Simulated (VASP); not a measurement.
All values below come from PBEsol GGA, VASP's PBE PAW potentials (set 64) (plane waves; VASP).

VASP input:

POSCAR:
```
SiO2
1
    4.1938007887     0.0000000000     0.0000000000
   -0.0000000000     4.1938007887     0.0000000000
    0.0000000000     0.0000000000     2.6842475417
Si O
2 4
Direct
  0.0000000000   0.0000000000   1.0000000000
  0.5000000000   0.5000000000   0.5000000000
  0.3059490038   0.3059490038   1.0000000000
  0.8059490038   0.1940509962   0.5000000000
  0.1940509962   0.8059490038   0.5000000000
  0.6940509962   0.6940509962   0.0000000000
```

**INCAR**
```
SYSTEM = SiO2
PREC = Accurate
ENCUT = 520
EDIFF = 1E-7
NELM = 100
ALGO = Normal
LREAL = .FALSE.
LASPH = .TRUE.
ISMEAR = -5
GGA = PS
LWAVE = .FALSE.
LCHARG = .TRUE.
LORBIT = 11
NEDOS = 601
ISIF = 2
```

**KPOINTS**
```
Automatic mesh
0
Gamma
6 6 9
0 0 0
```

POTCAR, in this order: Si O (PBE.64 set). Program: vasp_std.

The run wrote:

### OSZICAR
```
       N       E                     dE             d eps       ncg     rms          rms(c)
DAV:   1     0.164056211935E+03    0.16406E+03   -0.18181E+04  2000   0.154E+03
DAV:   2    -0.460378869747E+02   -0.21009E+03   -0.20403E+03  2756   0.321E+02
DAV:   3    -0.531202463519E+02   -0.70824E+01   -0.70637E+01  2392   0.635E+01
DAV:   4    -0.531749158185E+02   -0.54669E-01   -0.54611E-01  2364   0.638E+00
DAV:   5    -0.531755346443E+02   -0.61883E-03   -0.61876E-03  2328   0.652E-01    0.168E+01
DAV:   6    -0.490213955625E+02    0.41541E+01   -0.16245E+01  2256   0.283E+01    0.794E+00
DAV:   7    -0.489938397054E+02    0.27556E-01   -0.45962E-01  2368   0.472E+00    0.297E+00
DAV:   8    -0.489854682317E+02    0.83715E-02   -0.16054E-02  2276   0.134E+00    0.100E+00
DAV:   9    -0.489858250718E+02   -0.35684E-03   -0.45531E-03  2356   0.742E-01    0.265E-01
DAV:  10    -0.489859326110E+02   -0.10754E-03   -0.44609E-04  2356   0.180E-01    0.401E-02
DAV:  11    -0.489859060977E+02    0.26513E-04   -0.11050E-04  2308   0.808E-02    0.811E-03
DAV:  12    -0.489859063767E+02   -0.27901E-06   -0.73699E-06  2324   0.200E-02    0.365E-03
DAV:  13    -0.489859062953E+02    0.81454E-07   -0.94191E-07  2328   0.758E-03
   1 F= -.48985906E+02 E0= -.48985906E+02  d E =0.000000E+00
```

OUTCAR:
```
------------------------ aborting loop because EDIFF is reached ----------------------------------------
  FORCE on cell =-STRESS in cart. coord.  units (eV):
  Direction    XX          YY          ZZ          XY          YZ          ZX
  --------------------------------------------------------------------------------------
  Total        0.0072301      0.0072301     -0.0604972     -0.0000000      0.0000000      0.0000000
  in kB        0.2453674      0.2453674     -2.0530885     -0.0000000      0.0000000      0.0000000
  external PRESSURE =      -0.5207846 kB  Pullay stress =       0.0000000 kB
  volume of cell :       47.21
      direct lattice vectors                 reciprocal lattice vectors
     4.193800789  0.000000000  0.000000000     0.238447187  0.000000000  0.000000000
     0.000000000  4.193800789  0.000000000     0.000000000  0.238447187  0.000000000
     0.000000000  0.000000000  2.684247542     0.000000000  0.000000000  0.372543882
 POSITION                                       TOTAL-FORCE (eV/Angst)
 -----------------------------------------------------------------------------------
      0.00000      0.00000      0.00000        -0.000000      0.000000     -0.000000
      2.09690      2.09690      1.34212        -0.000000      0.000000     -0.000000
      1.28309      1.28309      0.00000        -0.010703     -0.010703      0.000000
      3.37999      0.81381      1.34212        -0.010703      0.010703     -0.000000
      0.81381      3.37999      1.34212         0.010703     -0.010703      0.000000
      2.91071      2.91071      0.00000         0.010703      0.010703     -0.000000
 -----------------------------------------------------------------------------------
    total drift:                                0.000000      0.000000      0.000000
  FREE ENERGIE OF THE ION-ELECTRON SYSTEM (eV)
  ---------------------------------------------------
  free  energy   TOTEN  =       -48.9859062953 eV

  energy  without entropy=      -48.9859062953  energy(sigma->0) =      -48.98590630

 total charge

# of ion       s       p       d       tot
------------------------------------------
    1        0.589   0.870   0.000   1.459
    2        0.589   0.870   0.000   1.459
    3        1.544   3.664   0.000   5.209
    4        1.544   3.664   0.000   5.209
    5        1.544   3.664   0.000   5.209
    6        1.544   3.664   0.000   5.209
--------------------------------------------------
tot          7.356  16.395   0.000  23.751
```
(Selected blocks of OUTCAR.)

The compound is SiO2 in the rutile structure, stishovite, a high-pressure form. It was relaxed first.
